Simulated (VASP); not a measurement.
Output of a VASP run:

**OUTCAR**
```
 ion  position               nearest neighbor table
   1  0.000  0.266  0.667-   2 2.87   3 2.87   2 3.49   2 3.49   3 3.49   3 3.49
   2  0.734  0.734  0.000-   3 2.87   1 2.87   1 3.49   3 3.49   3 3.49   1 3.49
   3  0.266  0.000  0.333-   2 2.87   1 2.87   2 3.49   2 3.49   1 3.49   1 3.49
  LATTYP: Found a hexagonal cell.
 ALAT       =     4.4322570812
 C/A-ratio  =     1.3619344001
 Subroutine PRICEL returns:
 Original cell was already a primitive cell.
 Subroutine GETGRP returns: Found  6 space group operations
The static configuration has the point symmetry C_2 .
 The point group associated with its full space group is D_3 .
The dynamic configuration has the point symmetry C_2 .
 Subroutine INISYM returns: Found  6 space group operations
 Subroutine IBZKPT returns following result:
 Found     17 irreducible k-points:

 Following reciprocal coordinates:
            Coordinates               Weight
  0.000000  0.000000  0.000000      1.000000
  0.200000 -0.000000  0.000000      6.000000
  0.400000 -0.000000  0.000000      6.000000
  0.200000  0.200000  0.000000      6.000000
  0.400000  0.200000  0.000000      6.000000
  0.000000  0.000000  0.250000      2.000000
  0.200000 -0.000000  0.250000      6.000000
 -0.000000  0.200000  0.250000      6.000000
  0.400000 -0.000000  0.250000      6.000000
 -0.000000  0.400000  0.250000      6.000000
  0.200000  0.200000  0.250000     12.000000
  0.400000  0.200000  0.250000     12.000000
  0.000000  0.000000  0.500000      1.000000
  0.200000 -0.000000  0.500000      6.000000
  0.400000 -0.000000  0.500000      6.000000
  0.200000  0.200000  0.500000      6.000000
  0.400000  0.200000  0.500000      6.000000
   k-points           NKPTS =     17   k-points in BZ     NKDIM =     17   number of bands    NBANDS=     13
   number of dos      NEDOS =    301   number of ions     NIONS =      3
   total plane-waves  NPLWV =  62208
   dimension x,y,z NGX =    36 NGY =   36 NGZ =   48
   dimension x,y,z NGXF=    72 NGYF=   72 NGZF=   96
   ions per type =               3
   PREC   = accura    normal or accurate (medium, high low for compatibility)
   ISTART =      0    job   : 0-new  1-cont  2-samecut
   ICHARG =      2    charge: 1-file 2-atom 10-const
   ISPIN  =      1    spin polarized calculation?
   LNONCOLLINEAR =      F non collinear calculations
   LSORBIT =      F    spin-orbit coupling
   INIWAV =      1    electr: 0-lowe 1-rand  2-diag
   ENCUT  =  520.0 eV  38.22 Ry    6.18 a.u.   8.24  8.24 11.22*2*pi/ulx,y,z
   NELM   =    100;   NELMIN=  2; NELMDL= -5     # of ELM steps
   EDIFF  = 0.1E-05   stopping-criterion for ELM
   LREAL  =      F    real-space projection
   NLSPLINE    = F    spline interpolate recip. space projectors
   LMAXMIX     =    4 max onsite mixed and CHGCAR
   VOSKOWN=      0    Vosko Wilk Nusair interpolation
   EDIFFG = -.2E-01   stopping-criterion for IOM
   NSW    =     60    number of steps for IOM
   NBLOCK =      1;   KBLOCK =     60    inner block; outer block
   IBRION =      2    ionic relax: 0-MD 1-quasi-New 2-CG
   NFREE  =      1    steps in history (QN), initial steepest desc. (CG)
   ISIF   =      3    stress and relaxation
   ISYM   =      2    0-nonsym 1-usesym 2-fastsym
   TEIN   =    0.0    initial temperature
   TEBEG  =    0.0;   TEEND  =   0.0 temperature during run
   SMASS  =  -3.00    Nose mass-parameter (am)
   PSTRESS=    0.0 pullay stress
   NELECT =      18.0000    total number of electrons
   EFERMI =   0.00;   METHOD = LEGACY
   ISMEAR =     0;   SIGMA  =   0.05  broadening in eV -4-tet -1-fermi 0-gaus
   IALGO  =     38    algorithm
   LDIAG  =      T    sub-space diagonalisation (order eigenvalues)
   IMIX   =      4    mixing-type and parameters
     AMIX     =   0.40;   BMIX     =  1.00
     AMIX_MAG =   1.60;   BMIX_MAG =  1.00
     AMIN     =   0.10
   METAGGA = RTPSS    functional components
   VOSKOWN =     0    Vosko Wilk Nusair interpolation
   LHFCALC =     F    Hartree Fock is set to
   LHFONE  =     F    Hartree Fock one center treatment
...
```

### OSZICAR
```
...
DAV:   1     0.136124815292E+03    0.13612E+03   -0.67525E+03   442   0.114E+03
DAV:   2     0.523371502552E+02   -0.83788E+02   -0.79910E+02   576   0.182E+02
DAV:   3     0.466825747420E+02   -0.56546E+01   -0.55947E+01   567   0.529E+01
DAV:   4     0.465851721246E+02   -0.97403E-01   -0.97289E-01   483   0.806E+00
DAV:   5     0.465831018827E+02   -0.20702E-02   -0.20702E-02   573   0.125E+00    0.112E+01
DAV:   6     0.496464595716E+02    0.30634E+01   -0.72419E+00   442   0.309E+01    0.662E+00
DAV:   7     0.490424237483E+02   -0.60404E+00   -0.95740E-01   442   0.116E+01    0.792E-01
DAV:   8     0.491031781080E+02    0.60754E-01   -0.30282E-01   442   0.696E+00    0.206E+00
DAV:   9     0.490792085170E+02   -0.23970E-01   -0.41628E-02   452   0.372E+00    0.163E+00
DAV:  10     0.489109985629E+02   -0.16821E+00   -0.14036E-01   442   0.606E+00    0.140E+00
DAV:  11     0.489000727281E+02   -0.10926E-01   -0.11929E-02   467   0.129E+00    0.846E-01
DAV:  12     0.489097330139E+02    0.96603E-02   -0.64532E-03   442   0.122E+00    0.672E-01
DAV:  13     0.488987231211E+02   -0.11010E-01   -0.32160E-03   442   0.888E-01    0.479E-01
DAV:  14     0.488994523868E+02    0.72927E-03   -0.34556E-04   442   0.232E-01    0.131E-01
DAV:  15     0.488985518671E+02   -0.90052E-03   -0.22385E-04   472   0.220E-01    0.807E-02
DAV:  16     0.488985492829E+02   -0.25843E-05   -0.39709E-05   442   0.600E-02    0.469E-02
DAV:  17     0.488984974906E+02   -0.51792E-04   -0.17961E-05   472   0.620E-02    0.185E-02
DAV:  18     0.488984946821E+02   -0.28085E-05   -0.40700E-06   452   0.221E-02    0.107E-02
DAV:  19     0.488984940767E+02   -0.60546E-06   -0.68726E-07   266   0.122E-02
   1 F= 0.48898494E+02 E0= 0.48898494E+02  d E =0.488985E+02
       N       E                     dE             d eps       ncg     rms          rms(c)
DAV:   1     0.488963420111E+02   -0.21527E-02   -0.81887E-02   447   0.150E+00    0.402E-01
DAV:   2     0.488972959030E+02    0.95389E-03   -0.27504E-03   447   0.363E-01    0.169E-01
DAV:   3     0.488979758164E+02    0.67991E-03   -0.86116E-04   462   0.170E-01    0.744E-02
DAV:   4     0.488981522006E+02    0.17638E-03   -0.38304E-04   447   0.102E-01    0.107E-01
DAV:   5     0.488982131082E+02    0.60908E-04   -0.65318E-05   442   0.898E-02    0.296E-02
DAV:   6     0.488981582341E+02   -0.54874E-04   -0.79011E-05   442   0.109E-01    0.593E-03
DAV:   7     0.488981451318E+02   -0.13102E-04   -0.11830E-05   442   0.422E-02    0.871E-03
DAV:   8     0.488981446171E+02   -0.51471E-06   -0.40299E-07   256   0.758E-03
   2 F= 0.48898145E+02 E0= 0.48898145E+02  d E =-.349460E-03
       N       E                     dE             d eps       ncg     rms          rms(c)
DAV:   1     0.488975699775E+02   -0.57515E-03   -0.12591E-02   447   0.587E-01    0.161E-01
DAV:   2     0.488977175352E+02    0.14756E-03   -0.42120E-04   447   0.142E-01    0.671E-02
DAV:   3     0.488978302970E+02    0.11276E-03   -0.13248E-04   462   0.658E-02    0.301E-02
DAV:   4     0.488978647298E+02    0.34433E-04   -0.60256E-05   447   0.400E-02    0.432E-02
DAV:   5     0.488978742605E+02    0.95307E-05   -0.80271E-06   442   0.296E-02    0.125E-02
DAV:   6     0.488978694850E+02   -0.47755E-05   -0.87309E-06   442   0.348E-02    0.153E-03
DAV:   7     0.488978678041E+02   -0.16809E-05   -0.11670E-06   306   0.131E-02    0.256E-03
DAV:   8     0.488978675658E+02   -0.23826E-06   -0.73758E-08   221   0.278E-03
   3 F= 0.48897868E+02 E0= 0.48897868E+02  d E =-.626511E-03
```

OUTCAR:
```
------------------------ aborting loop because EDIFF is reached ----------------------------------------
  FORCE on cell =-STRESS in cart. coord.  units (eV):
  Direction    XX          YY          ZZ          XY          YZ          ZX
  --------------------------------------------------------------------------------------
  Total       -0.0074174     -0.0074174      0.0163215      0.0000000      0.0000000      0.0000000
  in kB       -0.1163772     -0.1163772      0.2560794      0.0000000      0.0000000      0.0000000
  external PRESSURE =       0.0077750 kB  Pullay stress =       0.0000000 kB
  volume of cell :      102.12
      direct lattice vectors                 reciprocal lattice vectors
     2.212553471 -3.832254732 -0.000000000     0.225983239 -0.130471494  0.000000000
     2.212553471  3.832254732 -0.000000000     0.225983239  0.130471494 -0.000000000
     0.000000000  0.000000000  6.021689064     0.000000000  0.000000000  0.166066363
 POSITION                                       TOTAL-FORCE (eV/Angst)
 -----------------------------------------------------------------------------------
      0.58756      1.01768      4.01446         0.002408      0.004171     -0.000000
      3.24999      0.00000     -0.00000        -0.004817     -0.000000     -0.000000
      0.58756     -1.01768      2.00723         0.002408     -0.004171      0.000000
 -----------------------------------------------------------------------------------
    total drift:                               -0.000177     -0.000380      0.000014
  FREE ENERGIE OF THE ION-ELECTRON SYSTEM (eV)
  ---------------------------------------------------
  free  energy   TOTEN  =        48.8978675658 eV

  energy  without entropy=       48.8978675658  energy(sigma->0) =       48.89786757

 reached required accuracy - stopping structural energy minimisation
```
(Selected blocks of OUTCAR.)

POSCAR:
```
Te
1
    2.2161286683    -3.8384471547     0.0000000000
    2.2161286683     3.8384471547    -0.0000000000
    0.0000000000    -0.0000000000     6.0364433892
Te
3
Direct
  0.0000000000   0.2657671086   0.6666670000
  0.7342328914   0.7342328914   0.0000000000
  0.2657671086   0.0000000000   0.3333330000
```

Q: Write an INCAR and KPOINTS that could have produced this output.

A: Several could match; the one computed here: the input of the run itself, revTPSS meta-GGA, plane waves, VASP's PBE PAW potentials (set 64).

INCAR:
```
ALGO=Normal
EDIFF=1E-6
EDIFFG=-0.02
ENCUT=520
IBRION=2
ISIF=3
ISMEAR=0
LASPH=.TRUE.
LCHARG=.FALSE.
LMAXMIX=4
LMIXTAU=.TRUE.
LREAL=.FALSE.
LWAVE=.FALSE.
METAGGA=RTPSS
NELM=100
NSW=60
PREC=Accurate
SIGMA=0.05
SYSTEM=Te
```

### KPOINTS
```
K-points
0
G
  5 5 4
0 0 0
```

POTCAR, in this order: Te (PBE.64 set). Program: vasp_std.

The compound is Te in the trig structure. This run relaxes it. Symmetry was kept, so distortions that lower it aren't found. The start is the result of an earlier pass.
